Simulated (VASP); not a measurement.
The system is Rh.

```
Rh
1.0
     0.00000    1.89785    1.89785
     1.89785    0.00000    1.89785
     1.89785    1.89785    0.00000
Rh
1
Direct
  0.00000 0.00000 0.00000
```

```yaml
Program: VASP 6.6.1
Task: relaxation of cell and atoms
Functional: PBE
Potentials_or_basis: VASP PAW PBE potentials, release 64 (Rh_pv)
Cutoff: 600 eV
k_mesh: 16 × 16 × 16
Occupations: methfessel-paxton, width 0.1 eV
Spin: no spin polarisation
```

At the start: pressure 7.4 GPa; volume 13.67 Å³/atom.

Problem. Where does the relaxation end?

Solution. Over 3 steps the energy falls by 8.2 meV/atom and the volume is 14.05 Å³/atom (+2.8 %); space group Fm-3m (No. 225, to 0.05 Å).

Step by step:
| step | energy change (eV) | largest force (eV/Å) | pressure (GPa) | volume (Å³) |
| --- | --- | --- | --- | --- |
| 1 | 0.0000 | 0.0000 | 7.36 | 13.67 |
| 2 | 0.0336 | 0.0000 | -13.73 | 14.95 |
| 3 | -0.0082 | 0.0000 | -0.07 | 14.05 |

Final structure:
```
CELL_PARAMETERS angstrom
0.00000 1.91510 1.91510
1.91510 0.00000 1.91510
1.91510 1.91510 0.00000
ATOMIC_POSITIONS crystal
Rh 0.00000 0.00000 0.00000
```
